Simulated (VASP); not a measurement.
The input files of a VASP run:

File POSCAR:
```
LiF
1
    0.0000000000     1.9946450730     1.9946450730
    1.9946450730     0.0000000000     1.9946450730
    1.9946450730     1.9946450730     0.0000000000
Li F
1 1
Direct
  0.0000000000   0.0000000000   0.0000000000
  0.5000000000   0.5000000000   0.5000000000
```

KPOINTS:
```
Automatic mesh
0
Gamma
11 11 11
0 0 0
```

**INCAR**
```
# general
SYSTEM  =LiF
PREC    =Accurate
ENCUT   =520
LREAL   =.False.
LASPH   =.True.

# electronic loop
EDIFF   =1E-7
NELM    =100
ALGO    =Normal

# smearing
ISMEAR  =0
SIGMA   =0.05

# functional
GGA     =MK
LUSE_VDW=.True.
AGGAC   =0.0
PARAM1  =0.1234568
PARAM2  =0.7114
ZAB_VDW =-1.8867

# ions
ISIF    =2

# output
LWAVE   =.False.
LCHARG  =.False.
```

POTCAR, in this order: Li_sv F (PBE.64 set). Program: vasp_std.

Translate this rev-vdW-DF2 calculation to Quantum ESPRESSO's pw.x.

One equivalent input (not run):
```
&CONTROL
  calculation = 'scf'
  pseudo_dir = './pseudo'
  outdir = './out'
  tprnfor = .true.
  tstress = .true.
/
&SYSTEM
  ibrav = 0
  nat = 2
  ntyp = 2
  ecutwfc = 84
  occupations = 'smearing'
  smearing = 'gaussian'
  degauss = 0.003675
  input_dft = 'vdw-df2-b86r'
/
&ELECTRONS
  conv_thr = 7.3e-09
  electron_maxstep = 100
/
ATOMIC_SPECIES
  Li 6.940 Li.upf
  F 18.998 F.upf
CELL_PARAMETERS angstrom
     0.0000000    1.9946451    1.9946451
     1.9946451    0.0000000    1.9946451
     1.9946451    1.9946451    0.0000000
ATOMIC_POSITIONS crystal
  Li   0.0000000  0.0000000  0.0000000
  F    0.5000000  0.5000000  0.5000000
K_POINTS automatic
  11 11 11 0 0 0
```
Limits of the translation: the potentials are each code's own (VASP's PAW set, PseudoDojo norm-conserving files in pw.x), so ENCUT and ecutwfc are chosen apart and not converted; conv_thr bounds pw.x's estimated SCF error, while EDIFF bounds the energy change between steps.

The compound is LiF in the rock salt structure. This cell is one point of a volume scan, at 0.97 of the reference volume.
